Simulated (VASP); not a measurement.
Method: PBE GGA with D4 dispersion, VASP's PBE PAW potentials (set 64) (plane waves; VASP 6.6.1).

VASP ran on this input.

POSCAR:
```
SnO2
1
    4.7908716992     0.0000000000     0.0000000000
    0.0000000000     4.7908716992     0.0000000000
    0.0000000000     0.0000000000     3.2335709348
Sn O
2 4
Direct
  0.0000000000   0.0000000000   1.0000000000
  0.5000000000   0.5000000000   0.5000000000
  0.3061872371   0.3061872371   0.0000000000
  0.8061872371   0.1938127629   0.5000000000
  0.1938127629   0.8061872371   0.5000000000
  0.6938127629   0.6938127629   1.0000000000
```

**INCAR**
```
SYSTEM = SnO2
PREC = Accurate; ENCUT = 520; LREAL = .FALSE.
LASPH = .TRUE.
EDIFF = 1E-7; NELM = 100; ALGO = Normal
LMAXMIX = 4
ISMEAR = 0; SIGMA = 0.05
GGA = PE; IVDW = 13
IBRION = 2; NSW = 30; ISIF = 4
EDIFFG = -0.01
LWAVE = .FALSE.; LCHARG = .FALSE.
```

### KPOINTS
```
Automatic
0
Gamma
5 5 7
0 0 0
```

POTCAR, in this order: Sn_d O (PBE.64 set). Program: vasp_std.

Unless said otherwise, spin-orbit coupling is left out, though it shifts the bands of the heavy elements here.

**Question.** Predict the energy per atom (σ→0), dispersion energy, band gap (on the k-mesh).

**Answer.** 
```
Item                              Result
------------------------  --------------
energy per atom (σ→0)     -6476 meV/atom
dispersion energy              -1.563 eV
band gap (on the k-mesh)         0.82 eV
```

### OSZICAR
```
...
DAV:   9    -0.372928325239E+02    0.14828E-01   -0.89690E-02  2319   0.402E+00    0.152E-01
DAV:  10    -0.372935130558E+02   -0.68053E-03   -0.57779E-03  2168   0.726E-01    0.433E-02
DAV:  11    -0.372936047528E+02   -0.91697E-04   -0.31852E-04  2354   0.191E-01    0.187E-02
DAV:  12    -0.372936088856E+02   -0.41328E-05   -0.24181E-05  1941   0.454E-02    0.134E-02
DAV:  13    -0.372936048821E+02    0.40036E-05   -0.16786E-05  2344   0.532E-02    0.239E-03
DAV:  14    -0.372936050290E+02   -0.14691E-06   -0.14852E-06  2105   0.120E-02    0.116E-03
DAV:  15    -0.372936050825E+02   -0.53476E-07   -0.39478E-08  1157   0.186E-03
   1 F= -.38856435E+02 E0= -.38856435E+02  d E =-.388564E+02
```

The compound is SnO2 in the rutile structure. It was relaxed first.
